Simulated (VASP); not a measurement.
```yaml
crystal:
  lattice:
    - [5.78110, 0.00000, 0.00000]
    - [0.00000, 5.78110, 0.00000]
    - [0.00000, 0.00000, 5.78110]
  atoms:
    - { symbol: Cs, position: [0.00000, 0.00000, 0.00000] }
    - { symbol: Pb, position: [0.50000, 0.50000, 0.50000] }
    - { symbol: Br, position: [0.50000, 0.00000, 0.50000] }
    - { symbol: Br, position: [0.00000, 0.50000, 0.50000] }
    - { symbol: Br, position: [0.50000, 0.50000, 0.00000] }
```

These are LDA (Ceperley-Alder, Perdew-Zunger), VASP's LDA PAW potentials (set 64) (plane waves; VASP) values and carry that method's errors. Run with 520 eV cut-off, 5×5×5 Γ-centred mesh, tetrahedra with Blöchl corrections, potentials Cs_sv Pb_d Br.

The cores are frozen, which limits the accuracy of field gradients.

Problem. Give the principal components of the electric field gradient (V/Å²) and the asymmetry η at each nucleus.

Solution. 
| atom | Vxx | Vyy | Vzz | η |
|---|---|---|---|---|
| Cs1 | 0.0 | 0.0 | 0.0 | - |
| Pb2 | 0.0 | 0.0 | 0.0 | - |
| Br3 | -99.2 | -99.2 | 198.4 | 0.00 |
| Br4 | -99.2 | -99.2 | 198.4 | 0.00 |
| Br5 | -99.2 | -99.2 | 198.4 | 0.00 |

The compound is CsPbBr3 in the cubic perovskite structure, the ideal cubic form; the compound distorts at low or room temperature. It was relaxed first.
